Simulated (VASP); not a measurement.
Data:

```
CELL_PARAMETERS angstrom
      0.00000     2.87426     2.87426
      2.87426     0.00000     2.87426
      2.87426     2.87426     0.00000
ATOMIC_POSITIONS crystal
  Al 0.25000 0.25000 0.25000
  Al 0.75000 0.75000 0.75000
  Au 0.00000 0.00000 0.00000
```

Computed with PBEsol GGA, VASP's PBE PAW potentials (set 64) (plane waves; VASP 6.6.1). Settings: 500 eV cut-off, 9×9×9 Γ-centred mesh, first-order Methfessel-Paxton smearing of 0.10 eV, potentials Al Au.

Unless said otherwise, spin-orbit coupling is left out, though it shifts the bands of the heavy elements here.

Q: What does the run give for the energy per atom (σ→0), pressure, band gap (on the k-mesh) with the smallest direct gap where there is one?

A: 
```json
{
 "band gap (on the k-mesh)": "none (metal, semimetal or under 0.01 eV)",
 "energy per atom (σ→0)": "-4.370 eV/atom",
 "pressure": "20.02 GPa"
}
```

Total energies compare only between runs with the same potentials, cut-off and functional.

The compound is AuAl2 in the fluorite structure. It was relaxed first under an external pressure of 20 GPa. The electron count is odd and the run is not spin-polarised, which forces a metal.
